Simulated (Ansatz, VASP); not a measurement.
## Two plane-wave programs on ZnHgO2

```
Zn O Hg
1.0
     3.32639    0.00000    0.00000
     0.00000    3.32639    0.00000
     0.00000    0.00000    5.19307
Zn O Hg
1 2 1
Cartesian
  0.0000 0.0000 0.0000
  0.0000 1.6632 1.0564
  1.6632 0.0000 4.1366
  1.6632 1.6632 2.5965
```

Alike in both runs: task single point; functional PBE; k mesh 6 × 6 × 4; occupations fermi-dirac, width 0.02 eV; collinear spin.

```csv
,VASP,Ansatz
version,VASP 6.6.1,Ansatz 0.2.0
potentials or method,"VASP PAW PBE potentials, release 64 (Zn, O, Hg)",plane waves
plane-wave cutoff (eV),520,420
valence electrons in the cell,36,44
```

```tsv
	VASP	Ansatz	Ansatz less VASP
gap on the k mesh at the Fermi level (eV)	none	none	-
pressure (GPa)	6.0	4.9	-1.08
largest component of the traceless stress (GPa)	0.28	0.16	-0.127
rms of the force components (eV/Å)	0.005	0.007	+0.0023
net moment per atom (μB)	0.00	0.00	0.000
```

A gap of «none» marks a metal or a gap that the smearing closes. The two sets of potentials don't hold the same shells in valence. Ansatz warned: «seeded_moment_not_kept».

The runs have no spin-orbit coupling, so splittings on Hg are missing.
